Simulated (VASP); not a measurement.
Given:

```yaml
crystal:
  lattice:
    - [0.00000, 3.40687, 3.40687]
    - [3.40687, 0.00000, 3.40687]
    - [3.40687, 3.40687, 0.00000]
  atoms:
    - { symbol: Sr, position: [0.00000, 0.00000, 0.00000] }
    - { symbol: Cl, position: [0.25000, 0.25000, 0.25000] }
    - { symbol: Cl, position: [0.75000, 0.75000, 0.75000] }
```

All values below come from LDA (Ceperley-Alder, Perdew-Zunger), VASP's LDA PAW potentials (set 64) (plane waves; VASP 6.6.1). Numerical set-up: 400 eV cut-off, 5×5×5 Γ-centred mesh, Gaussian smearing of 0.050 eV, potentials Sr_sv Cl.

Estimate the energy per atom (σ→0).

| Quantity | Result |
|---|---|
| energy per atom (σ→0) | -4.692 eV/atom |

Only differences to runs with the same potentials and settings are physical.

The compound is SrCl2 in the fluorite structure. It was relaxed first, which changed the volume by -7 %. The start is the result of an earlier pass.
